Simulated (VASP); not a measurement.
An input for Quantum ESPRESSO's pw.x (written as the equivalent of a VASP run, and not itself run):

```
&CONTROL
  calculation = 'vc-relax'
  pseudo_dir = './pseudo'
  outdir = './out'
  tprnfor = .true.
  tstress = .true.
  nstep = 40
  forc_conv_thr = 0.00039
/
&SYSTEM
  ibrav = 0
  nat = 2
  ntyp = 2
  ecutwfc = 88
  occupations = 'smearing'
  smearing = 'gaussian'
  degauss = 0.003675
  input_dft = 'pbe'
/
&ELECTRONS
  conv_thr = 7.3e-09
  electron_maxstep = 100
/
&IONS
/
&CELL
  press = 50
/
ATOMIC_SPECIES
  Na 22.990 Na.upf
  F 18.998 F.upf
CELL_PARAMETERS angstrom
     0.0000000    2.2783933    2.2783933
     2.2783933    0.0000000    2.2783933
     2.2783933    2.2783933    0.0000000
ATOMIC_POSITIONS crystal
  Na   0.0000000  0.0000000  0.0000000
  F    0.5000000  0.5000000  0.5000000
K_POINTS automatic
  10 10 10 0 0 0
```

### Question
Write the VASP files for the same calculation (PBE).

### Answer
Several could match; the one computed here: 
### INCAR
```
! general
SYSTEM  = NaF
PREC    = Accurate
ENCUT   = 600   ! plane-wave cut-off (eV)
LREAL   = F   ! projection in real space or not
LASPH   = T

! electronic loop
EDIFF   = 1E-7   ! SCF stop (eV)
NELM    = 100   ! most electronic steps
ALGO    = Normal

! smearing
ISMEAR  = 0   ! Gaussian
SIGMA   = 0.05   ! width (eV)

! functional
GGA     = PE

! ions
IBRION  = 2   ! conjugate gradients
NSW     = 40   ! most ionic steps
ISIF    = 3   ! ions, shape and volume
EDIFFG  = -0.01   ! ionic stop
PSTRESS = 50   ! kbar

! output
LWAVE   = F
LCHARG  = F
```

### POSCAR
```
NaF
1
    0.0000000000     2.2783933490     2.2783933490
    2.2783933490     0.0000000000     2.2783933490
    2.2783933490     2.2783933490     0.0000000000
Na F
1 1
Direct
  0.0000000000   0.0000000000   0.0000000000
  0.5000000000   0.5000000000   0.5000000000
```

File KPOINTS:
```
Automatic mesh
0
G
10 10 10
0 0 0
```

POTCAR, in this order: Na_pv F (PBE.64 set). Program: vasp_std.

The two are equivalent in intent, not identical: the potentials are each code's own (VASP's PAW set, PseudoDojo norm-conserving files in pw.x), so ENCUT and ecutwfc are chosen apart and not converted; conv_thr bounds pw.x's estimated SCF error, while EDIFF bounds the energy change between steps; forc_conv_thr acts on force components and is met together with etot_conv_thr.

The compound is NaF in the rock salt structure. It was relaxed first under an external pressure of 5 GPa.
